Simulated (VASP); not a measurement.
```xyz
6
Lattice="3.4660 0.0000 0.0000 0.0000 3.4660 0.0000 0.0000 0.0000 11.0718" Properties=species:S:1:pos:R:3 pbc="T T T"
Ge     3.4660     3.4660     5.5359
Ge     1.7330     1.7330     0.0000
S      3.4660     1.7330     9.6543
S      3.4660     1.7330     4.1184
S      1.7330     0.0000     6.9534
S      1.7330     0.0000     1.4175
```

These are PBEsol GGA, VASP's PBE PAW potentials (set 64) (plane waves; VASP 6.6.1) values and carry that method's errors. Numerical set-up: 400 eV cut-off, 7×7×3 Γ-centred mesh, tetrahedra with Blöchl corrections, potentials Ge_d S.

The cores are frozen, which limits the accuracy of field gradients. Without a dispersion term in the relaxation, distances and binding between the weakly bound layers, chains or molecules are unreliable, and so is what depends on them.

Give the principal components of the electric field gradient (V/Å²) and the asymmetry η at each nucleus.

| atom | Vxx | Vyy | Vzz | η |
|---|---|---|---|---|
| Ge1 | -0.2 | -0.2 | 0.4 | - |
| Ge2 | -0.2 | -0.2 | 0.4 | - |
| S3 | 141.7 | 55.4 | -197.1 | 0.44 |
| S4 | 141.7 | 55.4 | -197.1 | 0.44 |
| S5 | 141.7 | 55.4 | -197.1 | 0.44 |
| S6 | 141.7 | 55.4 | -197.1 | 0.44 |

The structure comes from a computed database's GeS2 entry (P4_2/nmc); how it stands against other phases isn't given here. It was relaxed first.
